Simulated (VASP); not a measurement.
All values below come from LDA (Ceperley-Alder, Perdew-Zunger), VASP's LDA PAW potentials (set 64) (plane waves; VASP).

VASP input:

### POSCAR
```
GaP
1.0
  0.0000000000   2.5587382697   2.5587382697
  2.5587382697   0.0000000000   2.5587382697
  2.5587382697   2.5587382697   0.0000000000
Ga P
1 1
Cart
  2.5587382697   2.5587382697   5.1174765394
  1.2793691349   1.2793691349   1.2793691349
```

**INCAR**
```
ALGO = Normal
EDIFF = 1E-6
EDIFFG = -0.02
ENCUT = 500
IBRION = 2
ISIF = 3
ISMEAR = 0
LASPH = .TRUE.
LCHARG = .FALSE.
LMAXMIX = 4
LREAL = .FALSE.
LWAVE = .FALSE.
NELM = 100
NSW = 40
PREC = Accurate
PSTRESS = 200
SIGMA = 0.05
SYSTEM = GaP
```

KPOINTS:
```
Automatic mesh
0
Gamma
9 9 9
0 0 0
```

POTCAR, in this order: Ga_d P (LDA.64 set). Program: vasp_std.

Output

OUTCAR:
```
 ion  position               nearest neighbor table
   1  0.000  0.000  0.000-   2 2.22   2 2.22   2 2.22   2 2.22
   2  0.250  0.250  0.250-   1 2.22   1 2.22   1 2.22   1 2.22
  LATTYP: Found a face centered cubic cell.
 ALAT       =     5.1174765394
 Subroutine PRICEL returns:
 Original cell was already a primitive cell.
 Subroutine GETGRP returns: Found 24 space group operations
The static configuration has the point symmetry T_d .
The dynamic configuration has the point symmetry T_d .
 Subroutine INISYM returns: Found 24 space group operations
 Subroutine IBZKPT returns following result:
 Found     35 irreducible k-points:

 Following reciprocal coordinates:
            Coordinates               Weight
  0.000000  0.000000  0.000000      1.000000
  0.111111  0.000000  0.000000      8.000000
  0.222222  0.000000  0.000000      8.000000
  0.333333  0.000000  0.000000      8.000000
  0.444444  0.000000  0.000000      8.000000
  0.111111  0.111111  0.000000      6.000000
  0.222222  0.111111  0.000000     24.000000
  0.333333  0.111111  0.000000     24.000000
  0.444444  0.111111  0.000000     24.000000
...
```

OSZICAR:
```
       N       E                     dE             d eps       ncg     rms          rms(c)
DAV:   1     0.736500379868E+02    0.73650E+02   -0.93462E+03   942   0.204E+03
DAV:   2    -0.528573324841E+01   -0.78936E+02   -0.75349E+02  1010   0.317E+02
DAV:   3    -0.104700071633E+02   -0.51843E+01   -0.51560E+01  1103   0.717E+01
DAV:   4    -0.105624200838E+02   -0.92413E-01   -0.92366E-01  1156   0.101E+01
DAV:   5    -0.105645544466E+02   -0.21344E-02   -0.21343E-02  1103   0.132E+00    0.546E+00
DAV:   6    -0.102178028500E+02    0.34675E+00   -0.50422E-01  1425   0.162E+01    0.358E+00
DAV:   7    -0.101453811249E+02    0.72422E-01   -0.17088E-01  1104   0.352E+00    0.127E+00
DAV:   8    -0.101411498735E+02    0.42313E-02   -0.16979E-02  1106   0.189E+00    0.362E-01
DAV:   9    -0.101410674362E+02    0.82437E-04   -0.12610E-03  1262   0.520E-01    0.567E-02
DAV:  10    -0.101410429472E+02    0.24489E-04   -0.88856E-05  1281   0.154E-01    0.238E-02
DAV:  11    -0.101410477434E+02   -0.47962E-05   -0.14196E-05  1234   0.605E-02    0.706E-03
DAV:  12    -0.101410473192E+02    0.42413E-06   -0.12642E-06   680   0.208E-02
   1 F= -.59586335E+01 E0= -.59586335E+01  d E =-.595863E+01
```

File OUTCAR:
```
------------------------ aborting loop because EDIFF is reached ----------------------------------------
  FORCE on cell =-STRESS in cart. coord.  units (eV):
  Direction    XX          YY          ZZ          XY          YZ          ZX
  --------------------------------------------------------------------------------------
  Total        4.1806691      4.1806691      4.1806691      0.0000000      0.0000000      0.0000000
  in kB      199.9165654    199.9165654    199.9165654      0.0000000      0.0000000      0.0000000
  external PRESSURE =      -0.0834346 kB  Pullay stress =     200.0000000 kB
  volume of cell :       33.50
      direct lattice vectors                 reciprocal lattice vectors
     0.000000000  2.558738270  2.558738270    -0.195408810  0.195408810  0.195408810
     2.558738270  0.000000000  2.558738270     0.195408810 -0.195408810  0.195408810
     2.558738270  2.558738270  0.000000000     0.195408810  0.195408810 -0.195408810
  FREE ENERGIE OF THE ION-ELECTRON SYSTEM (eV)
  ---------------------------------------------------
  free  energy   TOTEN  =       -10.1410473192 eV

  energy  without entropy=      -10.1410473192  energy(sigma->0) =      -10.14104732
  enthalpy is  TOTEN    =        -5.9586334794 eV   P V=        4.1824138398

 reached required accuracy - stopping structural energy minimisation
```
(Selected blocks of OUTCAR.)

### OUTCAR
```
 val. band max:        6.6698072280   @ k =   0.0000   0.0000   0.0000

 cond. band min:       7.7097824945   @ k =   0.4444   0.4444   0.0000


 Fermi energy:         6.9178921542

 k-point     1 :       0.0000    0.0000    0.0000
  band No.  band energies     occupation
      1      -8.5184      2.00000
      2      -8.5184      2.00000
      3      -8.5184      2.00000
      4      -8.3485      2.00000
      5      -8.3485      2.00000
      6      -7.4337      2.00000
      7       6.6698      2.00000
      8       6.6698      2.00000
      9       6.6698      2.00000
     10       9.9223      0.00000
     11      10.3513      0.00000
     12      10.3513      0.00000
     13      10.3513      0.00000

 k-point     2 :       0.1111    0.0000    0.0000
  band No.  band energies     occupation
      1      -8.5461      2.00000
      2      -8.5116      2.00000
      3      -8.5116      2.00000
      4      -8.3488      2.00000
      5      -8.3488      2.00000
      6      -7.2244      2.00000
      7       5.1834      2.00000
      8       6.4103      2.00000
      9       6.4103      2.00000
     10       9.8993      0.00000
     11      10.7226      0.00000
     12      10.7226      0.00000
     13      11.4274      0.00000

 k-point     3 :       0.2222    0.0000    0.0000
  band No.  band energies     occupation
      1      -8.5996      2.00000
      2      -8.4963      2.00000
      3      -8.4963      2.00000
      4      -8.3476      2.00000
      5      -8.3476      2.00000
      6      -6.6350      2.00000
      7       2.8135      2.00000
      8       5.9113      2.00000
      9       5.9113      2.00000
     10       9.4080      0.00000
     11      11.3010      0.00000
     12      11.3010      0.00000
     13      13.4240      0.00000

 k-point     4 :       0.3333    0.0000    0.0000
  band No.  band energies     occupation
      1      -8.6462      2.00000
      2      -8.4827      2.00000
      3      -8.4827      2.00000
...
```

The compound is GaP in the zinc blende structure. It was relaxed first under an external pressure of 20 GPa.
